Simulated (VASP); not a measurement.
```
Ge
1.0
   -2.55718     2.55718     1.41968
    2.55718    -2.55718     1.41968
    2.55718     2.55718    -1.41968
Ge
2
Cartesian
  2.55718   0.00000   0.70984
  0.00000   0.00000   1.41968
```

Calculation: r2SCAN meta-GGA, VASP's PBE PAW potentials (set 64) (plane waves; VASP 6.6.1). Numerical set-up: 400 eV cut-off, 13×13×13 Γ-centred mesh, first-order Methfessel-Paxton smearing of 0.10 eV, potentials Ge_d.

Question: What does the run give for the energy per atom (σ→0), band gap (on the k-mesh) with the smallest direct gap where there is one?

Answer: 
```
Quantity                                                    Result
------------------------  ----------------------------------------
band gap (on the k-mesh)  none (metal, semimetal or under 0.01 eV)
energy per atom (σ→0)                              -13.513 eV/atom
```

Total energies compare only between runs with the same potentials, cut-off and functional.

The structure comes from a computed database's Ge entry (I4_1/amd); how it stands against other phases isn't given here. It was relaxed first. The start is the result of an earlier pass.
